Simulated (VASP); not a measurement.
These are rev-vdW-DF2, VASP's PBE PAW potentials (set 64) (plane waves; VASP 6.6.1) values and carry that method's errors.

Input for VASP

INCAR:
```
SYSTEM=GaSb
PREC=Accurate; ENCUT=520; LREAL=.FALSE.
LASPH=.TRUE.
EDIFF=1E-7; NELM=100; ALGO=Normal
LMAXMIX=4
ISMEAR=-5
GGA=MK; LUSE_VDW=.TRUE.; AGGAC=0.0
PARAM1=0.1234568; PARAM2=0.7114; ZAB_VDW=-1.8867
ISIF=2
LWAVE=.FALSE.; LCHARG=.TRUE.; LORBIT=11
NEDOS=601
```

File POSCAR:
```
GaSb
1
    0.0000000000     3.0883732542     3.0883732542
    3.0883732542     0.0000000000     3.0883732542
    3.0883732542     3.0883732542     0.0000000000
Ga Sb
1 1
Direct
  0.0000000000   0.0000000000   0.0000000000
  0.2500000000   0.2500000000   0.2500000000
```

KPOINTS:
```
Automatic mesh
0
Gamma
12 12 12
0 0 0
```

POTCAR, in this order: Ga_d Sb (PBE.64 set). Program: vasp_std.

The run wrote:

OSZICAR:
```
       N       E                     dE             d eps       ncg     rms          rms(c)
DAV:   1     0.826627998436E+02    0.82663E+02   -0.88294E+03  1880   0.168E+03
DAV:   2     0.320414750697E+01   -0.79459E+02   -0.77242E+02  2062   0.307E+02
DAV:   3    -0.257781548181E+01   -0.57820E+01   -0.57557E+01  2322   0.724E+01
DAV:   4    -0.268193399208E+01   -0.10412E+00   -0.10409E+00  2148   0.109E+01
DAV:   5    -0.268466653210E+01   -0.27325E-02   -0.27325E-02  2383   0.156E+00    0.285E+00
DAV:   6    -0.263486720738E+01    0.49799E-01   -0.68480E-02  2458   0.443E+00    0.169E+00
DAV:   7    -0.261668747784E+01    0.18180E-01   -0.49996E-02  2175   0.195E+00    0.295E-01
DAV:   8    -0.261686580074E+01   -0.17832E-03   -0.41820E-03  2400   0.917E-01    0.762E-02
DAV:   9    -0.261705948887E+01   -0.19369E-03   -0.41576E-04  1975   0.220E-01    0.273E-02
DAV:  10    -0.261707410094E+01   -0.14612E-04   -0.24384E-05  2231   0.403E-02    0.803E-03
DAV:  11    -0.261708075995E+01   -0.66590E-05   -0.76487E-06  1927   0.266E-02    0.456E-03
DAV:  12    -0.261708099688E+01   -0.23693E-06   -0.36524E-07  2247   0.594E-03    0.460E-04
DAV:  13    -0.261708091976E+01    0.77123E-07   -0.33671E-08  1356   0.221E-03
   1 F= -.26170809E+01 E0= -.26170809E+01  d E =0.000000E+00
```

**OUTCAR**
```
------------------------ aborting loop because EDIFF is reached ----------------------------------------
  FORCE on cell =-STRESS in cart. coord.  units (eV):
  Direction    XX          YY          ZZ          XY          YZ          ZX
  --------------------------------------------------------------------------------------
  Total       -0.0121951     -0.0121951     -0.0121951      0.0000000      0.0000000      0.0000000
  in kB       -0.3316477     -0.3316477     -0.3316477      0.0000000      0.0000000      0.0000000
  external PRESSURE =      -0.3316477 kB  Pullay stress =       0.0000000 kB
  volume of cell :       58.91
      direct lattice vectors                 reciprocal lattice vectors
     0.000000000  3.088373254  3.088373254    -0.161897529  0.161897529  0.161897529
     3.088373254  0.000000000  3.088373254     0.161897529 -0.161897529  0.161897529
     3.088373254  3.088373254  0.000000000     0.161897529  0.161897529 -0.161897529
  FREE ENERGIE OF THE ION-ELECTRON SYSTEM (eV)
  ---------------------------------------------------
  free  energy   TOTEN  =        -2.6170809198 eV

  energy  without entropy=       -2.6170809198  energy(sigma->0) =       -2.61708092

 total charge

# of ion       s       p       d       tot
------------------------------------------
    1        0.919   0.737   9.960  11.616
    2        1.140   1.317   0.026   2.483
--------------------------------------------------
tot          2.059   2.054   9.986  14.099
```
(Selected blocks of OUTCAR.)

OUTCAR:
```
 val. band max:        4.4897579504   @ k =   0.0000   0.0000   0.0000

 cond. band min:       4.4897592240   @ k =   0.0000   0.0000   0.0000


 Fermi energy:         4.4896229216

 k-point     1 :       0.0000    0.0000    0.0000
  band No.  band energies     occupation
      1     -10.5670      2.00000
      2     -10.5670      2.00000
      3     -10.5670      2.00000
      4     -10.5218      2.00000
      5     -10.5218      2.00000
      6      -6.8245      2.00000
      7       4.2043      2.00000
      8       4.4898      2.00000
      9       4.4898      2.00000
     10       4.4898      0.00000
     11       7.2494      0.00000
     12       7.2494      0.00000
     13       7.2494      0.00000

 k-point     2 :       0.0833    0.0000    0.0000
  band No.  band energies     occupation
      1     -10.5686      2.00000
      2     -10.5662      2.00000
      3     -10.5662      2.00000
      4     -10.5218      2.00000
      5     -10.5218      2.00000
      6      -6.7556      2.00000
      7       3.0762      2.00000
      8       4.3721      2.00000
      9       4.3721      2.00000
     10       5.2059      0.00000
     11       7.4117      0.00000
     12       7.4117      0.00000
     13       7.4763      0.00000

 k-point     3 :       0.1667    0.0000    0.0000
  band No.  band energies     occupation
      1     -10.5731      2.00000
      2     -10.5643      2.00000
      3     -10.5643      2.00000
      4     -10.5220      2.00000
      5     -10.5220      2.00000
      6      -6.5532      2.00000
      7       1.7404      2.00000
      8       4.1046      2.00000
      9       4.1046      2.00000
     10       5.3424      0.00000
     11       7.7707      0.00000
     12       7.7708      0.00000
     13       8.3104      0.00000

 k-point     4 :       0.2500    0.0000    0.0000
  band No.  band energies     occupation
      1     -10.5791      2.00000
      2     -10.5617      2.00000
      3     -10.5617      2.00000
...
```

For a metal the tetrahedron method with Blöchl corrections gives inexact stress and forces. Unless said otherwise, spin-orbit coupling is left out, though it shifts the bands of the heavy elements here.

The compound is GaSb in the zinc blende structure. It was relaxed first.
